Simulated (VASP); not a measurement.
```
ZnS
1.0
    1.89076    -3.27489     0.00000
    1.89076     3.27489     0.00000
    0.00000     0.00000     6.20085
Zn S
2 2
Direct
  0.66667   0.33333   0.50025
  0.33333   0.66667   0.00025
  0.66667   0.33333   0.87475
  0.33333   0.66667   0.37475
```

Calculation: PBEsol GGA with spin-orbit coupling, VASP's PBE PAW potentials (set 64) (plane waves; VASP 6.6.1). Numerical set-up: 400 eV cut-off, 7×7×4 Γ-centred mesh, Gaussian smearing of 0.050 eV, potentials Zn S.

### Question
Estimate the energy per atom (σ→0), band gap (over mesh and band path) with the smallest direct gap where there is one.

### Answer

```json
{
  "band gap (over mesh and band path)": "2.15 eV",
  "smallest direct gap (over mesh and band path)": "2.15 eV",
  "energy per atom (σ→0)": "-3.793 eV/atom"
}
```

The compound is ZnS in the wurtzite structure, the high-temperature form. It was relaxed first.
